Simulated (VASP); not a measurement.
Crystal: CaAs2.

```xyz
3
Lattice="2.6664 0.0000 0.0000 0.0000 3.8598 0.0000 0.0000 0.0000 5.3327" Properties=species:S:1:pos:R:3 pbc="T T T"
Ca    0.0000    1.9299    2.6664
As    1.3332    0.0000    3.9995
As    1.3332    0.0000    1.3332
```

The cell was built by a generator and needn't be a form met in nature.

| Property | Result |
| --- | --- |
| Program | VASP 6.6.1 |
| Task | relaxation of cell and atoms |
| Functional | PBE |
| Potentials or basis | VASP PAW PBE potentials, release 64 (Ca_sv, As) |
| Cutoff | 600 eV |
| k mesh | 6 × 4 × 4 |
| Occupations | gaussian, width 0.1 eV |
| Spin | no spin polarisation |

At the start: pressure 33.4 GPa; volume 18.29 Å³/atom.

**Question.** How do energy, volume and symmetry change on relaxing?

**Answer.** Over 7 steps the energy falls by 634.5 meV/atom and the volume is 24.84 Å³/atom (+35.8 %); space group Pmmm (No. 47, to 0.05 Å).

The path:
| step | energy change (eV) | largest force (eV/Å) | pressure (GPa) | volume (Å³) |
| --- | --- | --- | --- | --- |
| 1 | 0.0000 | 3.0080 | 33.42 | 54.88 |
| 2 | -1.4813 | 0.0506 | -6.62 | 90.98 |
| 3 | -1.8909 | 0.2986 | -0.43 | 75.12 |
| 4 | -1.8907 | 0.2745 | -0.73 | 75.56 |
| 5 | -1.9024 | 0.0773 | -0.22 | 74.86 |
| 6 | -1.9026 | 0.0489 | -0.15 | 74.77 |
| 7 | -1.9034 | 0.0353 | 0.00 | 74.51 |

Final structure:
```cif
data_structure
_symmetry_space_group_name_H-M 'P 1'
_symmetry_Int_Tables_number 1
_cell_length_a 2.9102
_cell_length_b 4.4389
_cell_length_c 5.7678
_cell_angle_alpha 90.000
_cell_angle_beta 90.000
_cell_angle_gamma 90.000
_cell_volume 74.51
loop_
_atom_site_label
_atom_site_type_symbol
_atom_site_fract_x
_atom_site_fract_y
_atom_site_fract_z
_atom_site_occupancy
Ca1 Ca 0.00000 0.50000 0.50000 1
As1 As 0.50000 0.00000 0.77126 1
As2 As 0.50000 0.00000 0.22874 1
```

Caveat: the k mesh is coarse (spacing up to 0.41 Å⁻¹), so the values aren't converged; the volume moved by over 15 % at a fixed basis, so the end points are rough.
